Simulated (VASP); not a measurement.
Given:

```
HfN
1.0
    0.00000     2.31365     2.31365
    2.31365     0.00000     2.31365
    2.31365     2.31365     0.00000
Hf N
1 1
Cartesian
  0.00000   0.00000   0.00000
  2.31365   2.31365   2.31365
```

Calculation: PW91 GGA, VASP's PBE PAW potentials (set 64) (plane waves; VASP). Run with 520 eV cut-off, 14×14×14 Γ-centred mesh, first-order Methfessel-Paxton smearing of 0.10 eV, potentials Hf_pv N.

Problem. Give the stress tensor in GPa (positive for a compressed cell).

Solution. 
```
-13.90    0.00    0.00
  0.00  -13.90    0.00
  0.00    0.00  -13.90
```
The pressure is its mean diagonal, -13.90 GPa.

The compound is HfN in the rock salt structure. This cell is one point of a volume scan, at 1.06 of the reference volume. The electron count is odd and the run is not spin-polarised, which forces a metal.
